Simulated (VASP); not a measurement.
Here is the system:

```
In
1.0
   -1.59571     1.59571     2.41352
    1.59571    -1.59571     2.41352
    1.59571     1.59571    -2.41352
In
1
Direct
  0.00000   0.00000   0.00000
```

Level of theory: LDA (Ceperley-Alder, Perdew-Zunger) with spin-orbit coupling, VASP's LDA PAW potentials (set 64) (plane waves; VASP). Settings: 400 eV cut-off, 14×14×14 Γ-centred mesh, Gaussian smearing of 0.050 eV, potentials In_d.

Problem. What does the run give for the energy per atom (σ→0), band gap (over mesh and band path) with the smallest direct gap where there is one?

Solution. 
The band gap (over mesh and band path) is none (metal, semimetal or under 0.01 eV). The energy per atom (σ→0) is -3.256 eV/atom.

The absolute energy has meaning only against runs of the same code, potentials and settings.

The compound is In in the bct structure. It was relaxed first, which changed the volume by -6 %.
